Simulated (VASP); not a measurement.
An input for Ansatz (written as the equivalent of a VASP run, and not itself run):

Ansatz 0.2 input:
```yaml
crystal:
  lattice:
    - [1.4965651, -2.5921271, 0.0000000]
    - [1.4965651, 2.5921271, 0.0000000]
    - [0.0000000, 0.0000000, 5.8510064]
  atoms:
    - { symbol: Cd, position: [0.3333330, 0.6666670, 0.2500000] }
    - { symbol: Cd, position: [0.6666670, 0.3333330, 0.7500000] }
kpoints:
  mp_grid: { grid: [13, 13, 6] }
hamiltonian:
  xc: pbe
  pseudopotentials: { kind: paw }
scf:
  occupations: { method: methfessel_paxton, width: 0.1 }
  max_iter: 100
relax:
  max_steps: 30
  f_tol: 0.001
output: { forces: true, stress: true, eigenvalues: true }
```

**Question.** Translate this input to VASP (INCAR, KPOINTS, POSCAR, choice of POTCAR).

**Answer.** This is not unique; one that fits is 
### POSCAR
```
Cd
1.0
  1.4965650857  -2.5921270655   0.0000000000
  1.4965650857   2.5921270655   0.0000000000
  0.0000000000   0.0000000000   5.8510063721
Cd
2
direct
  0.3333330000   0.6666670000   0.2500000000
  0.6666670000   0.3333330000   0.7500000000
```

### KPOINTS
```
Regular mesh
0
G
  13 13 6
```

**INCAR**
```
SYSTEM = Cd
PREC = Accurate
ENCUT = 400
EDIFF = 1E-8
NELM = 100
ALGO = Normal
LREAL = .FALSE.
LASPH = .TRUE.
ISMEAR = 1
SIGMA = 0.1
GGA = PE
LMAXMIX = 4
LWAVE = .FALSE.
LCHARG = .FALSE.
IBRION = 1
ISIF = 2
NSW = 30
EDIFFG = -0.001
```

POTCAR, in this order: Cd (PBE.64 set). Program: vasp_std.

The two are equivalent in intent, not identical: each code has its own PAW files, so the cut-off isn't converted (ENCUT is set for VASP's; basis.ecutwfc is left out, and Ansatz then takes the one that its files recommend); Ansatz stops its SCF on the density residual and VASP on the energy change (EDIFF).

The compound is Cd in the hcp structure. It was relaxed first, which changed the volume by +5 %. The start is the result of an earlier pass.
